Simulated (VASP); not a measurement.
Given:

```xyz
2
Lattice="0.0000 2.4627 2.4627 2.4627 0.0000 2.4627 2.4627 2.4627 0.0000" Properties=species:S:1:pos:R:3 pbc="T T T"
Gd     0.0000     0.0000     0.0000
N      2.4627     2.4627     2.4627
```

All values below come from PBEsol GGA, VASP's PBE PAW potentials (set 64) (plane waves; VASP). Settings: 600 eV cut-off, 12×12×12 Γ-centred mesh, first-order Methfessel-Paxton smearing of 0.10 eV, potentials Gd_3 N.

The 4f electrons are frozen in the core of the lanthanide potential, so 4f levels, which can set the real gap, and their magnetism are missing.

Question: What does the run give for the energy per atom (σ→0), band gap (on the k-mesh) with the smallest direct gap where there is one?

Answer: 
| Item | Value |
|---|---|
| band gap (on the k-mesh) | none (metal, semimetal or under 0.01 eV) |
| energy per atom (σ→0) | -8.562 eV/atom |

The compound is GdN in the rock salt structure. It was relaxed first.
